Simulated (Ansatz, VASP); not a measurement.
**Al (Aluminum) in two plane-wave programs**

Aim: how closely do two programs agree when they are given the same cell, functional and k mesh? The cell is taken from a series of runs on this material, whose earlier steps may have relaxed, scaled, displaced or heated it; both programs get it as it stands.

Method: plane waves, with VASP 6.6.1 beside it; elastic constants at PBEsol, in Ansatz 0.2.0.

### Step 1. The structure

It takes space group Fm-3m (No. 225, cubic). Conventional cell: a = 4.016 Å, b = 4.016 Å, c = 4.016 Å, α = 90.00°, β = 90.00°, γ = 90.00°. Nearest to Al lie 12 Al at 2.84 Å.

Coordinates:

```xyz
1
Lattice="0.0000 2.0081 2.0081 2.0081 0.0000 2.0081 2.0081 2.0081 0.0000" Properties=species:S:1:pos:R:3 pbc="T T T"
Al    0.0000    0.0000    0.0000
```

### Step 2. VASP: elastic constants, PBEsol

Elastic constants are differences of stresses under small strains, so they test the stress and the mesh.

Lines of VASP's logs that name or quote its potential files are left out, and so is its time.

The input, INCAR:

```
SYSTEM = Al
PREC = Accurate
ENCUT = 500
EDIFF = 1E-08
NELM = 120
ISMEAR = -1
SIGMA = 0.15
LREAL = .FALSE.
ALGO = Normal
GGA = PS
NBANDS = 7
LORBIT = 11
LWAVE = .FALSE.
LCHARG = .FALSE.
ISIF = 3
IBRION = 6
NFREE = 2
POTIM = 0.015
NSW = 1
LASPH = .TRUE.
GGA_COMPAT = .FALSE.
```

The input, POSCAR:

```
Al
1.0
    0.0000000000      2.0080990000      2.0080990000
    2.0080990000      0.0000000000      2.0080990000
    2.0080990000      2.0080990000      0.0000000000
Al
1
Direct
    0.0000000000      0.0000000000      0.0000000000
```

The input, KPOINTS:

```
Automatic mesh
0
Gamma
22 22 22
0 0 0
```

PAW data sets: Al (PBE family, release 64).

Launch:

```sh
$ mpirun -np 1 vasp_std
```

Numbers of over 12 decimals in the logs are rounded to 6 here.

Output:

```text
[banner, memory and clock lines left out]
running    1 mpi-ranks, on    1 nodes
 distrk:  each k-point on    1 cores,    1 groups
 distr:  one band on    1 cores,    1 groups

 POSCAR found type information on POSCAR Al
 POSCAR found :  1 types and       1 ions
|                                                                             |
|               ----> ADVICE to this user running VASP <----                  |
|                                                                             |
|     You enforced a specific xc type in the INCAR file but a different       |
|     [... a line on the potential file left out ...]
|     I HOPE YOU KNOW WHAT YOU ARE DOING!                                     |
|                                                                             |

 LDA part: xc-table for (Slater+PW92), standard interpolation
 POSCAR, INCAR and KPOINTS ok, starting setup
 FFT: planning ... GRIDC
 FFT: planning ... GRID_SOFT
 FFT: planning ... GRID
 WAVECAR not read
 entering main loop
       N       E                     dE             d eps       ncg     rms          rms(c)
DAV:   1    -0.264329106268E+01   -0.26433E+01   -0.83136E+02  4662   0.225E+02
DAV:   2    -0.412689529006E+01   -0.14836E+01   -0.14149E+01  6090   0.212E+01
DAV:   3    -0.413632787719E+01   -0.94326E-02   -0.94271E-02  6419   0.192E+00
DAV:   4    -0.413634793856E+01   -0.20061E-04   -0.20061E-04  6965   0.748E-02
DAV:   5    -0.413634796036E+01   -0.21805E-07   -0.21237E-07  6461   0.164E-03    0.143E+00
DAV:   6    -0.411920890729E+01    0.17139E-01   -0.21102E-03  6090   0.219E-01    0.810E-01
DAV:   7    -0.410762506227E+01    0.11584E-01   -0.57884E-03  5845   0.350E-01    0.171E-01
DAV:   8    -0.410760971010E+01    0.15352E-04   -0.22487E-05  7070   0.364E-02    0.109E-02
DAV:   9    -0.410760898352E+01    0.72658E-06   -0.34277E-07  6293   0.299E-03    0.814E-04
DAV:  10    -0.410760873147E+01    0.25205E-06   -0.39301E-09  7091   0.427E-04    0.480E-04
DAV:  11    -0.410760872894E+01    0.25269E-08   -0.29365E-11  4487   0.383E-05
   1 F= -.41076087E+01 E0= -.40933052E+01  d E =-.286071E-01
[... from here on, the cycles between the ionic steps are left out ...]
   2 F= -.41063169E+01 E0= -.40917650E+01  d E =-.291038E-01
   3 F= -.41059952E+01 E0= -.40917945E+01  d E =-.284014E-01
   4 F= -.41063169E+01 E0= -.40917650E+01  d E =-.291038E-01
   5 F= -.41059952E+01 E0= -.40917945E+01  d E =-.284014E-01
   6 F= -.41063169E+01 E0= -.40917650E+01  d E =-.291038E-01
   7 F= -.41059952E+01 E0= -.40917945E+01  d E =-.284014E-01
   8 F= -.41071383E+01 E0= -.40928131E+01  d E =-.286504E-01
   9 F= -.41071383E+01 E0= -.40928131E+01  d E =-.286504E-01
  10 F= -.41071382E+01 E0= -.40928131E+01  d E =-.286504E-01
  11 F= -.41071383E+01 E0= -.40928131E+01  d E =-.286504E-01
  12 F= -.41071383E+01 E0= -.40928131E+01  d E =-.286504E-01
  13 F= -.41071383E+01 E0= -.40928131E+01  d E =-.286504E-01
  14 F= -.41076087E+01 E0= -.40933052E+01  d E =-.286071E-01
 Finite differences progress:
  Degree of freedom:   7/  7
  Displacement:        1/  2
  Total:              13/ 14
 bond charge predicted
       N       E                     dE             d eps       ncg     rms          rms(c)
DAV:   1    -0.410760171209E+01    0.70270E-05   -0.58997E-02  4872   0.155E+00    0.489E-02
DAV:   2    -0.410762250171E+01   -0.20790E-04   -0.39385E-04  6930   0.143E-01    0.309E-02
DAV:   3    -0.410760871215E+01    0.13790E-04   -0.23914E-05  5537   0.204E-02    0.117E-03
DAV:   4    -0.410760872949E+01   -0.17340E-07   -0.33460E-07  6454   0.398E-03    0.747E-04
DAV:   5    -0.410760874076E+01   -0.11270E-07   -0.28700E-08  6755   0.674E-04    0.217E-05
DAV:   6    -0.410760874015E+01    0.60469E-09   -0.25378E-10  4396   0.110E-04
  15 F= -.41076087E+01 E0= -.40933052E+01  d E =-.286071E-01
 Finite differences progress:
  Degree of freedom:   7/  7
  Displacement:        2/  2
  Total:              14/ 14
```

From OUTCAR (step 2):

```text
ion  position               nearest neighbor table
   1  0.000  0.000  0.000-

  LATTYP: Found a face centered cubic cell.
 ALAT       =     4.0161980000

 Subroutine GETGRP returns: Found 48 space group operations
 (whereof 48 operations were pure point group operations)

The static configuration has the point symmetry O_h .

 Found    328 irreducible k-points:

   k-points           NKPTS =    328   k-points in BZ     NKDIM =    328   number of bands    NBANDS=      7

   dimension x,y,z NGX =    24 NGY =   24 NGZ =   24
   dimension x,y,z NGXF=    48 NGYF=   48 NGZF=   48

   ENCUT  =  500.0 eV  36.75 Ry    6.06 a.u.   5.18  5.18  5.18*2*pi/ulx,y,z

   NELECT =       3.0000    total number of electrons

 k-points in reciprocal lattice and weights: Automatic mesh
   0.00000000  0.00000000  0.00000000       0.000
   0.04545455  0.00000000  0.00000000       0.001
   0.09090909  0.00000000  0.00000000       0.001
   0.13636364  0.00000000  0.00000000       0.001
   0.18181818  0.00000000  0.00000000       0.001
   0.22727273  0.00000000  0.00000000       0.001
   0.27272727  0.00000000  0.00000000       0.001
   0.31818182  0.00000000  0.00000000       0.001
   0.36363636  0.00000000  0.00000000       0.001
[...]
-0.27272727  0.45454545  0.22727273       0.002
  -0.27272727  0.50000000  0.22727273       0.001

 average (electrostatic) potential at core
       1 -72.0960

 E-fermi :   8.1352

 k-point     1 :       0.0000    0.0000    0.0000
  band No.  band energies     occupation
      1      -3.1139      2.00000
      2      20.8437      0.00000
      3      20.8437      0.00000
      4      20.8437      0.00000
      5      22.4771      0.00000
      6      22.4771      0.00000
    ...

 k-point     2 :       0.0455    0.0000    0.0000
  band No.  band energies     occupation
      1      -3.0570      2.00000
      2      19.7235      0.00000
      3      20.6331      0.00000
      4      20.6331      0.00000
      5      22.7771      0.00000
      6      22.7771      0.00000
    ...

 k-point     3 :       0.0909    0.0000    0.0000
  band No.  band energies     occupation
      1      -2.8866      2.00000
      2      17.9310      0.00000
      3      20.2313      0.00000
      4      20.2313      0.00000
      5      23.1060      0.00000
      6      23.4371      0.00000
    ...

  Total        0.0077980      0.0077980      0.0077980     -0.0000000     -0.0000000     -0.0000000
  in kB        0.7714549      0.7714549      0.7714549     -0.0000000     -0.0000000     -0.0000000
  external PRESSURE =       0.7714549 kB  Pullay stress =       0.0000000 kB

  energy-cutoff  :      500.00
  volume of cell :       16.20
      direct lattice vectors                 reciprocal lattice vectors
     0.000000000  2.008099000  2.008099000    -0.248991708  0.248991708  0.248991708
     2.008099000  0.000000000  2.008099000     0.248991708 -0.248991708  0.248991708
     2.008099000  2.008099000  0.000000000     0.248991708  0.248991708 -0.248991708

 POSITION                                       TOTAL-FORCE (eV/Angst)
 -----------------------------------------------------------------------------------
     -0.01500      0.00000      0.00000        -0.000000     -0.000000     -0.000000
 -----------------------------------------------------------------------------------
    total drift:                               -0.000001      0.000000      0.000000

  FREE ENERGIE OF THE ION-ELECTRON SYSTEM (eV)
  ---------------------------------------------------
  free  energy   TOTEN  =        -4.1076087402 eV

  energy  without entropy=       -4.0790016435  energy(sigma->0) =       -4.09330519

  SYMMETRIZED ELASTIC MODULI (kBar)
 Direction    XX          YY          ZZ          XY          YZ          ZX
 --------------------------------------------------------------------------------
 XX        1269.2979    602.9154    602.9154     -0.0000     -0.0000      0.0000
 YY         602.9154   1269.2979    602.9154      0.0000     -0.0000     -0.0000
 ZZ         602.9154    602.9154   1269.2979     -0.0000     -0.0000      0.0000
 XY          -0.0000      0.0000     -0.0000    412.9868      0.0000      0.0000
 YZ          -0.0000     -0.0000     -0.0000      0.0000    412.9868      0.0000
 ZX           0.0000     -0.0000      0.0000      0.0000      0.0000    412.9868
 --------------------------------------------------------------------------------

 Eigenvectors and eigenvalues of the dynamical matrix
 ----------------------------------------------------

   1 f/i=    0.000000 THz     0.000000 2PiTHz    0.000000 cm-1     0.000000 meV
             X         Y         Z           dx          dy          dz
      0.000000  0.000000  0.000000     0.444042    0.896006    0.000000

   2 f/i=    0.000000 THz     0.000000 2PiTHz    0.000000 cm-1     0.000000 meV
             X         Y         Z           dx          dy          dz
      0.000000  0.000000  0.000000     0.000000    0.000000    1.000000

   3 f/i=    0.000000 THz     0.000000 2PiTHz    0.000000 cm-1     0.000000 meV
             X         Y         Z           dx          dy          dz
      0.000000  0.000000  0.000000    -0.896006    0.444042    0.000000

 ELASTIC MODULI CONTR FROM IONIC RELAXATION (kBar)
 Direction    XX          YY          ZZ          XY          YZ          ZX
 --------------------------------------------------------------------------------
 XX           0.0000      0.0000      0.0000      0.0000      0.0000      0.0000
 YY           0.0000      0.0000      0.0000      0.0000      0.0000      0.0000
 ZZ           0.0000      0.0000      0.0000      0.0000      0.0000      0.0000
 XY           0.0000      0.0000      0.0000      0.0000      0.0000      0.0000
 YZ           0.0000      0.0000      0.0000      0.0000      0.0000      0.0000
 ZX           0.0000      0.0000      0.0000      0.0000      0.0000      0.0000
 --------------------------------------------------------------------------------

 TOTAL ELASTIC MODULI (kBar)
 Direction    XX          YY          ZZ          XY          YZ          ZX
 --------------------------------------------------------------------------------
 XX        1269.2979    602.9154    602.9154     -0.0000     -0.0000      0.0000
 YY         602.9154   1269.2979    602.9154      0.0000     -0.0000     -0.0000
 ZZ         602.9154    602.9154   1269.2979     -0.0000     -0.0000      0.0000
 XY          -0.0000      0.0000     -0.0000    412.9868      0.0000      0.0000
 YZ          -0.0000     -0.0000     -0.0000      0.0000    412.9868      0.0000
 ZX           0.0000     -0.0000      0.0000      0.0000      0.0000    412.9868
 --------------------------------------------------------------------------------

 total charge
# of ion       s       p       d       tot
------------------------------------------
    1        0.428   0.346   0.000   0.775

[... 3 further parts left out ...]
```

CONTCAR:

```
Al
   1.00000000000000
     0.0000000000000000    2.0080990000000001    2.0080990000000001
     2.0080990000000001    0.0000000000000000    2.0080990000000001
     2.0080990000000001    2.0080990000000001    0.0000000000000000
  Al
     1
Direct
     0.0037348756211721   -0.0037348756211721   -0.0037348756211721
```

Levels, forces or a CONTCAR printed for this step are those of its last displaced cell, not of the structure at rest.

(Continued in part 2 of 2.)

[Lines on the potential files, build, host, timing and source positions are cut from VASP's logs without a mark.]

[Logs are printed without paths, hosts, clocks, repeated set-up lines and the standing remarks that a program may print on its own settings, such as how far it seeks lower states.]

[Hosts, paths, dates, database ids (printed as entryN), source tags and the programs' standing remarks are cut or masked in the printed files.]
